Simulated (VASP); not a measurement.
Input:

```yaml
crystal:
  lattice:
    - [4.54438, 0.00000, 0.00000]
    - [-2.27219, 3.93555, 0.00000]
    - [0.00000, 0.00000, 5.19383]
  atoms:
    - { symbol: Hf, position: [0.33333, 0.66667, 0.93753] }
    - { symbol: Hf, position: [0.66667, 0.33333, 0.43753] }
    - { symbol: Si, position: [0.33333, 0.66667, 0.43747] }
    - { symbol: Si, position: [0.66667, 0.33333, 0.93747] }
```

All values below come from PBEsol GGA, VASP's PBE PAW potentials (set 64) (plane waves; VASP 6.6.1). Numerical set-up: 400 eV cut-off, Gaussian smearing of 0.050 eV, potentials Hf_pv Si.

Question: Give the energies of bands 7 to 17 at the high-symmetry points, in eV from the Fermi level.

Answer: 
| band | Γ | M | K | A | L | H |
|---|---|---|---|---|---|---|
| 7 | -9.20 | -7.88 | -7.35 | -7.72 | -6.65 | -6.46 |
| 8 | -6.76 | -6.94 | -7.35 | -7.72 | -6.65 | -6.46 |
| 9 | -1.83 | -3.18 | -2.42 | -2.20 | -4.05 | -4.07 |
| 10 | -1.79 | -1.45 | -1.89 | -2.20 | -4.05 | -4.07 |
| 11 | -1.79 | -1.30 | -1.89 | -2.07 | -1.36 | -2.05 |
| 12 | -1.49 | -1.30 | -1.21 | -2.07 | -1.36 | -2.05 |
| 13 | -1.49 | -1.29 | -1.21 | -2.07 | -1.36 | -0.93 |
| 14 | 0.28 | -0.37 | -1.00 | -2.07 | -1.36 | -0.93 |
| 15 | 0.28 | 0.60 | 0.11 | 2.77 | 1.12 | 0.76 |
| 16 | 1.21 | 0.63 | 1.18 | 2.77 | 1.12 | 0.76 |
| 17 | 2.78 | 1.98 | 1.94 | 2.77 | 2.19 | 3.14 |

It has no gap at this level: it comes out as a metal or semimetal.

The structure was generated: HfSi was put into the wurtzite type (P6_3mc), which need not be its known phase. It was relaxed first, which changed the volume by -36 %. The relaxed cell has space group P6_3/mmc.
